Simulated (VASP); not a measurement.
Input:

```
CELL_PARAMETERS angstrom
      0.00000     2.98350     2.98350
      2.98350     0.00000     2.98350
      2.98350     2.98350     0.00000
ATOMIC_POSITIONS crystal
  Hg 0.00000 0.00000 0.00000
  S  0.25000 0.25000 0.25000
```

Computed with PBE GGA, VASP's PBE PAW potentials (set 64) (plane waves; VASP 6.6.1). Numerical set-up: 400 eV cut-off, 6×6×6 Γ-centred mesh, Gaussian smearing of 0.050 eV, potentials Hg S.

Unless said otherwise, spin-orbit coupling is left out, though it shifts the bands of the heavy elements here.

Task: Predict the energy per atom (σ→0), band gap (on the k-mesh) with the smallest direct gap where there is one.

Result: 
```json
{
  "band gap (on the k-mesh)": "none (metal, semimetal or under 0.01 eV)",
  "energy per atom (σ→0)": "-2.274 eV/atom"
}
```

The compound is HgS in the zinc blende structure, metacinnabar; cinnabar is the stable form. The cell was not relaxed at this level. The k-mesh is coarse (spacing up to 0.30 per Å, 2π included), so the numbers may not be converged in it.
